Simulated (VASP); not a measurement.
Input:

```yaml
crystal:
  lattice:
    - [-2.42002, 2.42002, 5.01178]
    - [2.42002, -2.42002, 5.01178]
    - [2.42002, 2.42002, -5.01178]
  atoms:
    - { symbol: Pr, position: [0.75000, 0.25000, 0.50000] }
    - { symbol: Pr, position: [0.25000, 0.75000, 0.50000] }
    - { symbol: Pr, position: [0.50000, 0.50000, 0.00000] }
    - { symbol: Cd, position: [0.00000, 0.00000, 0.00000] }
```

Level of theory: PBEsol GGA with spin-orbit coupling, VASP's PBE PAW potentials (set 64) (plane waves; VASP). Settings: 400 eV cut-off, 8×8×8 Γ-centred mesh, Gaussian smearing of 0.050 eV, potentials Pr_3 Cd.

The 4f electrons are frozen in the core of the lanthanide potential, so 4f levels, which can set the real gap, and their magnetism are missing.

Task: Give the energies of bands 39 to 52 at the high-symmetry points, in eV from the Fermi level.

Result: 
```tsv
band	Γ	X	P	N	M	S	R
39	-1.78	-1.12	-1.19	-1.07	-1.76	-1.49	-1.09
40	-1.78	-1.12	-1.19	-1.07	-1.76	-1.49	-1.09
41	-0.87	-0.64	-1.12	-0.85	-0.78	-0.96	-0.47
42	-0.87	-0.64	-1.12	-0.85	-0.78	-0.96	-0.47
43	-0.39	-0.29	0.31	-0.64	-0.77	-0.37	-0.20
44	-0.39	-0.29	0.31	-0.64	-0.77	-0.37	-0.20
45	-0.24	0.14	0.34	0.26	-0.76	-0.34	0.18
46	-0.24	0.14	0.34	0.26	-0.76	-0.34	0.18
47	0.79	0.93	0.72	0.69	-0.61	0.27	0.42
48	0.79	0.93	0.72	0.69	-0.61	0.27	0.42
49	1.15	1.01	1.52	1.24	1.31	0.98	0.81
50	1.15	1.01	1.52	1.24	1.31	0.98	0.81
51	1.19	1.39	1.55	1.71	2.02	1.80	1.39
52	1.19	1.39	1.55	1.71	2.02	1.80	1.39
```

It has no gap at this level: it comes out as a metal or semimetal.

The structure comes from a computed database's Pr3Cd entry (I4/mmm); how it stands against other phases isn't given here. It was relaxed first, which changed the volume by -6 %.
